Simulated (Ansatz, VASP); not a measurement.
# SnTe in two plane-wave programs

Wanted: the spread between two codes on one cell, functional and k mesh. The cell is taken from a series of runs on this material, whose earlier steps may have relaxed, scaled, displaced or heated it; both programs get it as it stands.

Calculated with Ansatz 0.2.0; plane waves, with VASP 6.6.1 beside it; zone-centre phonons at PBE with D3(BJ) and zone-centre phonons at PBE.

**1. The structure**

It takes space group Fm-3m (No. 225, cubic). Conventional cell: a = 6.309 Å, b = 6.309 Å, c = 6.309 Å, α = 90.00°, β = 90.00°, γ = 90.00°. Nearest to Sn lie 6 Te at 3.15 Å. Te has 6 Sn at 3.15 Å nearest. Farther neighbours and most contacts between anions are not listed.

Coordinates:

```cif
data_structure
_symmetry_space_group_name_H-M 'Fm-3m'
_symmetry_Int_Tables_number 225
_cell_length_a 6.3088
_cell_length_b 6.3088
_cell_length_c 6.3088
_cell_angle_alpha 90.000
_cell_angle_beta 90.000
_cell_angle_gamma 90.000
_cell_volume 251.09
loop_
_atom_site_label
_atom_site_type_symbol
_atom_site_symmetry_multiplicity
_atom_site_Wyckoff_symbol
_atom_site_fract_x
_atom_site_fract_y
_atom_site_fract_z
_atom_site_occupancy
Sn1 Sn 4 a 0.00000 0.00000 0.00000 1
Te1 Te 4 b 0.50000 0.00000 0.00000 1
```

**2. VASP: zone-centre phonons, PBE with D3(BJ)**

Second derivatives magnify differences that forces hide, and they need a tight electronic threshold.

Lines of VASP's logs that name or quote its potential files are left out, and so is its time.

File INCAR:

```
SYSTEM = SnTe
PREC = Accurate
ENCUT = 500
EDIFF = 1E-08
NELM = 120
ISMEAR = 0
SIGMA = 0.01
LREAL = .FALSE.
ALGO = Normal
GGA = PE
IVDW = 12
NBANDS = 16
LORBIT = 11
LWAVE = .FALSE.
LCHARG = .FALSE.
ISIF = 2
IBRION = 6
NFREE = 2
POTIM = 0.015
NSW = 1
LASPH = .TRUE.
GGA_COMPAT = .FALSE.
KPAR = 2
```

File POSCAR:

```
SnTe
1.0
    0.0000000000      3.1543907776      3.1543907776
    3.1543907776      0.0000000000      3.1543907776
    3.1543907776      3.1543907776      0.0000000000
Sn Te
1 1
Direct
    0.0000000000      0.0000000000      0.0000000000
    0.5000000000      0.5000000000      0.5000000000
```

File KPOINTS:

```
Automatic mesh
0
Gamma
8 8 8
0 0 0
```

Potentials, in the order of the species: Sn_d and Te (PBE family, release 64).

Command:

```sh
$ mpirun -np 2 vasp_std
```

Numbers of over 12 decimals in the logs are rounded to 6 here.

What it wrote:

```text
[banner, memory and clock lines left out]
running    2 mpi-ranks, on    1 nodes
 distrk:  each k-point on    1 cores,    2 groups
 distr:  one band on    1 cores,    1 groups

 POSCAR found type information on POSCAR SnTe
 POSCAR found :  2 types and       2 ions
 LDA part: xc-table for (Slater+PW92), standard interpolation
 POSCAR, INCAR and KPOINTS ok, starting setup
 FFT: planning ... GRIDC
 FFT: planning ... GRID_SOFT
 FFT: planning ... GRID
 WAVECAR not read
 entering main loop
       N       E                     dE             d eps       ncg     rms          rms(c)
DAV:   1     0.123959249375E+03    0.12396E+03   -0.93174E+03   944   0.137E+03
DAV:   2     0.243658098501E+01   -0.12152E+03   -0.11912E+03  1024   0.346E+02
DAV:   3    -0.732610407995E+01   -0.97627E+01   -0.97361E+01  1136   0.874E+01
DAV:   4    -0.758369737768E+01   -0.25759E+00   -0.25756E+00  1176   0.156E+01
DAV:   5    -0.759509373794E+01   -0.11396E-01   -0.11396E-01  1296   0.298E+00    0.474E+00
DAV:   6    -0.754235366833E+01    0.52740E-01   -0.12688E-01  1216   0.246E+00    0.296E+00
DAV:   7    -0.754361016240E+01   -0.12565E-02   -0.52655E-02  1168   0.118E+00    0.773E-01
DAV:   8    -0.754379146291E+01   -0.18130E-03   -0.74090E-03  1184   0.717E-01    0.170E-01
DAV:   9    -0.754391336679E+01   -0.12190E-03   -0.57654E-04  1272   0.241E-01    0.304E-02
DAV:  10    -0.754391152600E+01    0.18408E-05   -0.84522E-05  1192   0.811E-02    0.171E-02
DAV:  11    -0.754391718543E+01   -0.56594E-05   -0.36376E-05  1128   0.483E-02    0.256E-02
DAV:  12    -0.754391708698E+01    0.98452E-07   -0.20654E-06  1120   0.954E-03    0.151E-02
DAV:  13    -0.754391671612E+01    0.37086E-06   -0.15086E-07  1232   0.269E-03    0.924E-03
DAV:  14    -0.754391651962E+01    0.19649E-06   -0.82205E-07  1320   0.928E-03    0.183E-03
DAV:  15    -0.754391652456E+01   -0.49422E-08   -0.54024E-08  1104   0.126E-03
   1 F= -.83429472E+01 E0= -.83429472E+01  d E =-.371798E-11
[...]
2 F= -.83429771E+01 E0= -.83429771E+01  d E =-.234711E-12
[...]
3 F= -.83429771E+01 E0= -.83429771E+01  d E =-.232308E-12
[...]
4 F= -.83429776E+01 E0= -.83429776E+01  d E =-.232462E-12
 Finite differences progress:
  Degree of freedom:   2/  2
  Displacement:        1/  2
  Total:               3/  4
 bond charge predicted
       N       E                     dE             d eps       ncg     rms          rms(c)
DAV:   1    -0.754308802694E+01    0.85801E-03   -0.33495E-01  1928   0.206E+00    0.117E-01
DAV:   2    -0.754395424140E+01   -0.86621E-03   -0.89049E-03  2192   0.499E-01    0.437E-02
DAV:   3    -0.754394358050E+01    0.10661E-04   -0.14726E-04  2520   0.785E-02    0.266E-02
DAV:   4    -0.754394595963E+01   -0.23791E-05   -0.26158E-05  2320   0.275E-02    0.105E-02
DAV:   5    -0.754394601330E+01   -0.53671E-07   -0.34082E-06  2248   0.946E-03    0.996E-03
DAV:   6    -0.754394603640E+01   -0.23102E-07   -0.26113E-07  2680   0.285E-03    0.745E-03
DAV:   7    -0.754394602223E+01    0.14173E-07   -0.35122E-08  2272   0.120E-03    0.260E-03
DAV:   8    -0.754394602248E+01   -0.25148E-09   -0.35176E-09  1376   0.371E-04
   5 F= -.83429776E+01 E0= -.83429776E+01  d E =-.231095E-12
 Finite differences progress:
  Degree of freedom:   2/  2
  Displacement:        2/  2
  Total:               4/  4
```

From OUTCAR (step 2):

```text
ion  position               nearest neighbor table
   1  0.000  0.000  0.000-   2 3.15   2 3.15   2 3.15   2 3.15   2 3.15   2 3.15
   2  0.500  0.500  0.500-   1 3.15   1 3.15   1 3.15   1 3.15   1 3.15   1 3.15

  LATTYP: Found a face centered cubic cell.
 ALAT       =     6.3087815552

 Subroutine GETGRP returns: Found 48 space group operations
 (whereof 48 operations were pure point group operations)

The static configuration has the point symmetry O_h .

 Found     29 irreducible k-points:

   k-points           NKPTS =     29   k-points in BZ     NKDIM =     29   number of bands    NBANDS=     16

   dimension x,y,z NGX =    36 NGY =   36 NGZ =   36
   dimension x,y,z NGXF=    72 NGYF=   72 NGZF=   72

   ENCUT  =  500.0 eV  36.75 Ry    6.06 a.u.   8.13  8.13  8.13*2*pi/ulx,y,z

   NELECT =      20.0000    total number of electrons

 k-points in reciprocal lattice and weights: Automatic mesh
   0.00000000  0.00000000  0.00000000       0.002
   0.12500000  0.00000000  0.00000000       0.016
   0.25000000  0.00000000  0.00000000       0.016
   0.37500000  0.00000000  0.00000000       0.016
   0.50000000  0.00000000  0.00000000       0.008
   0.12500000  0.12500000  0.00000000       0.012
   0.25000000  0.12500000  0.00000000       0.047
   0.37500000  0.12500000  0.00000000       0.047
   0.50000000  0.12500000  0.00000000       0.047
[...]
-0.37500000  0.50000000  0.12500000       0.023
  -0.25000000  0.50000000  0.25000000       0.012

 Edisp (eV)   -0.79903

 average (electrostatic) potential at core
       1-100.6313       2 -87.8369

 E-fermi :   6.9747

 k-point     1 :       0.0000    0.0000    0.0000
  band No.  band energies     occupation
    ...
      6      -5.8642      2.00000
      7       2.2235      2.00000
      8       4.7791      2.00000
      9       4.7799      2.00000
     10       4.7799      2.00000
     11      10.2558      0.00000
     12      10.2558      0.00000
     13      10.2580      0.00000
     14      11.6712      0.00000
     15      11.6727      0.00000
    ...

 k-point     2 :       0.1250    0.0000    0.0000
  band No.  band energies     occupation
    ...
      6      -5.7333      2.00000
      7       1.5206      2.00000
      8       4.8023      2.00000
      9       4.8029      2.00000
     10       5.2725      2.00000
     11       9.5789      0.00000
     12       9.5800      0.00000
     13       9.6149      0.00000
     14      11.6158      0.00000
     15      11.9922      0.00000
    ...

 k-point     3 :       0.2500    0.0000    0.0000
  band No.  band energies     occupation
    ...
      6      -5.3648      2.00000
      7       0.2495      2.00000
      8       4.8853      2.00000
      9       4.8859      2.00000
     10       5.9626      2.00000
     11       8.4856      0.00000
     12       8.4862      0.00000
     13       8.5531      0.00000
     14      12.0454      0.00000
     15      12.8780      0.00000
    ...

 Edisp (eV)   -0.79903

  Total      -0.00272    -0.00481    -0.00481     0.00000     0.00000     0.00000
  in kB      -0.06930    -0.12276    -0.12276     0.00000     0.00000     0.00000
  external pressure =       -0.10 kB  Pullay stress =        0.00 kB

  energy-cutoff  :      500.00
  volume of cell :       62.77
      direct lattice vectors                 reciprocal lattice vectors
     0.000000000  3.154390778  3.154390778    -0.158509213  0.158509213  0.158509213
     3.154390778  0.000000000  3.154390778     0.158509213 -0.158509213  0.158509213
     3.154390778  3.154390778  0.000000000     0.158509213  0.158509213 -0.158509213

 POSITION                                       TOTAL-FORCE (eV/Angst)
 -----------------------------------------------------------------------------------
      0.00000      0.00000      0.00000         0.003657      0.000000      0.000000
      3.13939      3.15439      3.15439        -0.003657      0.000000      0.000000
 -----------------------------------------------------------------------------------
    total drift:                                0.000031     -0.000000     -0.000000

  FREE ENERGIE OF THE ION-ELECTRON SYSTEM (eV)
  ---------------------------------------------------
  free  energy   TOTEN  =        -8.3429775596 eV

  energy  without entropy=       -8.3429775596  energy(sigma->0) =       -8.34297756

 Eigenvectors and eigenvalues of the dynamical matrix
 ----------------------------------------------------

   1 f  =    0.002481 THz     0.015588 2PiTHz    0.082752 cm-1     0.010260 meV
             X         Y         Z           dx          dy          dz
      0.000000  0.000000  0.000000     0.000000   -0.696043    0.000000
      3.154391  3.154391  3.154391     0.000000   -0.718000    0.000000

   2 f  =    0.002481 THz     0.015588 2PiTHz    0.082752 cm-1     0.010260 meV
             X         Y         Z           dx          dy          dz
      0.000000  0.000000  0.000000    -0.696043    0.000000    0.000000
      3.154391  3.154391  3.154391    -0.718000    0.000000    0.000000

   3 f  =    0.002481 THz     0.015588 2PiTHz    0.082752 cm-1     0.010260 meV
             X         Y         Z           dx          dy          dz
      0.000000  0.000000  0.000000     0.000000    0.000000   -0.696043
      3.154391  3.154391  3.154391     0.000000    0.000000   -0.718000

   4 f/i=    0.983086 THz     6.176912 2PiTHz   32.792220 cm-1     4.065715 meV
             X         Y         Z           dx          dy          dz
      0.000000  0.000000  0.000000     0.000000    0.718000    0.000000
      3.154391  3.154391  3.154391     0.000000   -0.696043    0.000000

   5 f/i=    0.983086 THz     6.176912 2PiTHz   32.792220 cm-1     4.065715 meV
             X         Y         Z           dx          dy          dz
      0.000000  0.000000  0.000000     0.000000    0.000000   -0.718000
      3.154391  3.154391  3.154391     0.000000    0.000000    0.696043

   6 f/i=    0.983086 THz     6.176912 2PiTHz   32.792220 cm-1     4.065715 meV
             X         Y         Z           dx          dy          dz
      0.000000  0.000000  0.000000    -0.718000    0.000000    0.000000
      3.154391  3.154391  3.154391     0.696043    0.000000    0.000000

 ELASTIC MODULI CONTR FROM IONIC RELAXATION (kBar)
 Direction    XX          YY          ZZ          XY          YZ          ZX
 --------------------------------------------------------------------------------
 XX           0.0000      0.0000      0.0000      0.0000      0.0000      0.0000
 YY           0.0000      0.0000      0.0000      0.0000      0.0000      0.0000
 ZZ           0.0000      0.0000      0.0000      0.0000      0.0000      0.0000
 XY           0.0000      0.0000      0.0000      0.0000      0.0000      0.0000
 YZ           0.0000      0.0000      0.0000      0.0000      0.0000      0.0000
 ZX           0.0000      0.0000      0.0000      0.0000      0.0000      0.0000
 --------------------------------------------------------------------------------

 total charge
# of ion       s       p       d       tot
------------------------------------------
    1        1.368   0.735   9.984  12.088
    2        1.384   1.967   0.030   3.381
--------------------------------------------------
tot          2.753   2.702  10.014  15.469

[... 3 further parts left out ...]
```

The last energy, forces, stress and levels in OUTCAR belong to the last displaced cell, not to the cell of POSCAR.

Levels, forces or a CONTCAR printed for this step are those of its last displaced cell, not of the structure at rest.

**3. Ansatz: zone-centre phonons, PBE with D3(BJ)**

Ansatz runs on its default PAW (the set named soft_2) files.

The same cell, functional, mesh and smearing now go to Ansatz, which takes its cutoff from its data sets.

File input.yaml:

```yaml
crystal:
  lattice:
    - [0.0, 3.1543907776, 3.1543907776]
    - [3.1543907776, 0.0, 3.1543907776]
    - [3.1543907776, 3.1543907776, 0.0]
  atoms:
    - { symbol: Sn, position: [0.0, 0.0, 0.0] }
    - { symbol: Te, position: [0.5, 0.5, 0.5] }
kpoints:
  mp_grid: { grid: [8, 8, 8] }
hamiltonian:
  xc: pbe
  dispersion: d3bj
scf:
  occupations: { method: gaussian, width: 0.01 }
output:
  eigenvalues: true
phonons:
  method: dfpt
```

Command:

```sh
$ ansatz run input.yaml --threads 4 --pin off --max-ram 16384MiB --backend cpu --events-out ev --progress --plain --runs-dir out
```

What it wrote:

```text
Engine: ansatz 0.2.0, aarch64-unknown-linux-gnu
Pseudopotentials: kind: paw
Pseudopotential: Sn, paw, valence charge 14, recommended cutoff 420 eV (normal), Sn.paw.azcp
Pseudopotential: Te, paw, valence charge 16, recommended cutoff 420 eV (normal), Te.paw.azcp
Functional definition: PBE
  parameter kappa = 0.804
  parameter beta = 0.066725
  exchange = pbe_x(kappa = kappa, mu = beta*pi^2/3)
  correlation = pbe_c(beta = beta)
Crystal: 2 atoms, lattice volume = 62.774 Å³
Basis set: ecut = 420 eV, 1243 PW (Γ), exchange–correlation on 60×60×60 points (8 copies of the dense FFT grid, shifted against one another)
Bands: 19, of which v1, the nominal top of the filled ones, is band 15 counted from 1 (14 counted from 0)
Symmetry: 48 space group operations
k-points: 59 of 512 (irreducible under 8 space group operations, time reversal used)
Non-local potential: Sn, projectors of the file, l = 0: 2, l = 1: 2, l = 2: 2, l = 3: 2
Non-local potential: Te, projectors of the file, l = 0: 2, l = 1: 2, l = 2: 2, l = 3: 2
PAW form: soft (Blöchl's): semilocal exchange-correlation on the pseudo side does not see the compensation charge
PAW one-centre angular grid: Sn, 590 points (default); XC on 64 Gauss nodes
PAW one-centre angular grid: Te, 590 points (default); XC on 64 Gauss nodes
Initial density: superposition of atomic densities (neutral atoms: chi_scale 0, normalization atom), corrected by the library's trained network
Initial wavefunctions: pseudopotential atomic-orbital guess
Functional: x = pbe(κ = 0.804, μ = 0.219515), c = pbe(β = 0.066725)
SCF iter   1: F=—  HF=-13005.526232 eV  |F-HF|=—  |Δ(HF+E_count)|=         —  Δρ=6.09e-4  dr2=2.54e-4  ethr=1.77e-3  ⟨swp⟩=6.5  Hψ=6034  notcnv=0
preconditioner: auto → none  [insulator: Δε(μ)=0.084 eV  Ē_g=8.656 eV  σ=0.010 eV  W_gap=1.00  n_scr=14 (ndim 8)  ℏωp=14.8 eV  f_vac=0.009  D(μ)=0.00/eV (n_scr^D=0)  ε∞_Penn≈3.9]
SCF iter   2: F=—  HF=-13005.524697 eV  |F-HF|=—  |Δ(HF+E_count)|=   1.53e-3  Δρ=3.94e-4  dr2=8.27e-5  ethr=8.46e-7  ⟨swp⟩=3.1  Hψ=2895  notcnv=0
SCF iter   3: F=—  HF=-13005.524716 eV  |F-HF|=—  |Δ(HF+E_count)|=   1.86e-5  Δρ=1.40e-4  dr2=9.51e-6  ethr=2.76e-7  ⟨swp⟩=2.0  Hψ=1731  notcnv=0
SCF iter   4: F=—  HF=-13005.524730 eV  |F-HF|=—  |Δ(HF+E_count)|=   1.41e-5  Δρ=4.77e-5  dr2=1.24e-6  ethr=3.17e-8  ⟨swp⟩=3.0  Hψ=2011  notcnv=0
SCF iter   5: F=—  HF=-13005.524732 eV  |F-HF|=—  |Δ(HF+E_count)|=   1.47e-6  Δρ=1.39e-5  dr2=1.05e-7  ethr=4.13e-9  ⟨swp⟩=2.0  Hψ=2006  notcnv=0
SCF iter   6: F=—  HF=-13005.524731 eV  |F-HF|=—  |Δ(HF+E_count)|=   5.46e-8  Δρ=1.54e-6  dr2=1.32e-9  ethr=3.49e-10  ⟨swp⟩=2.0  Hψ=2006  notcnv=0
SCF iter   7: F=-13005.524731 eV  HF=-13005.524731 eV  |F-HF|=3.64e-12  |Δ(HF+E_count)|=  6.44e-10  Δρ=8.39e-8  dr2=2.67e-12  ethr=1.00e-12  ⟨swp⟩=5.5  Hψ=6093  notcnv=0
SCF 1 converged in 7 iterations: F = -13005.524731 eV  dr2 = 2.67e-12
  greatest PAW one-centre occupation: 0.998 electrons in one spin orbital (limit 2), on the Te atom at site 1 (counted from 0), in its partial waves of l = 2
DFPT response loops at Γ: preconditioner auto → Resta (q_TF=auto, 2.412 Å⁻¹)  ε∞=26.5 (no band partly filled); β = 1.00, the filter's whole step (`scf.mixing.beta` (0.50) is not read by the response loops at its default; to damp them type it under 1.00, their step now; it binds the ground state too); Broyden in place of MSR1
SCF converged after 7 iterations
Free energy (F): -13005.524731 eV
Harris-Foulkes:  -13005.524731 eV  (|F-HF|=3.64e-12)
Internal energy: -13005.524731 eV  (E = F + TS)
E sigma→0 (E₀):  -13005.524731 eV
Fermi energy:    9.694655 eV
--- Per-component energies (eV) ---
  E_band       = -354.789286
  E_kinetic    = 366.108526
  E_local      = -2157.882631  (includes V_loc(G=0)·N_el)
  E_nonlocal   = -343.017381
  E_hartree    = 1355.628130
  E_xc         = -507.756127
  E_vxc        = -200.992175  (∫ρ·V_xc dr)
  E_paw        = -8795.599134  (= ΣΔE_a)
  E_vpaw       = -730.261714  (= ΣTr[D̂ρ^β])
  E_aug_tail   = -0.000167  (compensation charges beyond the density's cutoff)
  E_ewald      = -2922.206686
  E_disp       = -0.799261  (pairwise vdW)
  E_smearing   = -0.000000  (= −TS)
  E_closure    = 0.000000  (closes the sum)
  Σ components = -13005.524731   (vs F -13005.524731, Δ=0.00e0)
--- Band table (eV; the first three rows and the last of 59) ---
  k-point 0: bands = [... 11 lower, 4.9428, 7.5010, 7.5010, 7.5010, 12.9809, 12.9809, 12.9809, 14.4164]
  k-point 1: bands = [... 11 lower, 4.2407, 7.5240, 7.5240, 7.9934, 12.3062, 12.3062, 12.3375, 14.3534]
  k-point 2: bands = [... 11 lower, 2.9708, 7.6069, 7.6069, 8.6839, 11.2112, 11.2112, 11.2768, 14.7793]
  k-point 58: bands = [... 11 lower, 2.2779, 4.8290, 4.8290, 8.8135, 10.4868, 14.2641, 14.2641, 15.6927]
--- Phonons (Γ-DFPT): 2 representative perturbations + reference, on 59 of 512 k-points (Σ response iterations 6) ---
  k mesh reduced under 8 symmetry operations, with k and −k counted as one. Each operation leaves every solved perturbation unchanged. A smaller set is not used because it would not reduce the number of displacements times k-points to solve
  ASR residual: 8.773e-5 → 0.000e0 eV/Å²; symmetrization residual: 9.395e-5 eV/Å²
  pairwise dispersion correction: d3bj (s6 = 1.0, s8 = 0.7875, a1 = 0.4289, a2_bohr = 4.4407), with the weights of each atom's references fixed at the reference crystal's, and the forces and stress that the weights' published response gives there kept as a pressure on the atom's counted neighbours (hamiltonian.dispersion)
  ASR residual per site (eV/Å²): 3.47e-5 8.77e-5
  Γ frequencies (cm⁻¹): -37.04 -37.04 -37.04 0.00 0.00 0.00
  non-analytic LO–TO correction: not included (Born effective charges unavailable; polar crystals: no LO–TO splitting at Γ)
```

Reading the cycles: dr2 is the Hartree energy of the density residual (eV), the measure of convergence; HF is the Harris–Foulkes estimate of the energy, which meets the free energy F at convergence.

**4. Differences**

Known differences besides the potentials themselves: the data sets hold 30 valence electrons in Ansatz (on its default PAW (the set named soft_2) files) and 20 in VASP; the cutoff is 420 eV in Ansatz and 500 eV in VASP; Ansatz takes the dispersion share of the force constants at frozen C6 weights, VASP differentiates the full forces; VASP uses finite displacements, Ansatz perturbation theory. Total energies have different zeros and are not compared.

Both answers:

| quantity | Ansatz | VASP | difference |
| --- | --- | --- | --- |
| optical mode 1 to 3 (imaginary, printed as negative) (cm⁻¹) | -37.0 | -32.8 | -4.2 |

Modes are paired by rising frequency, not by their patterns, so a pair may set unlike modes beside each other; they are those without the splitting of longitudinal modes.

(Part 1 of 2 ends here.)

[Lines on the potential files, build, host, timing and source positions are cut from VASP's logs without a mark.]

[Logs are printed without paths, hosts, clocks, repeated set-up lines and the standing remarks that a program may print on its own settings, such as how far it seeks lower states.]

[Hosts, paths, dates, database ids (printed as entryN), source tags and the programs' standing remarks are cut or masked in the printed files.]
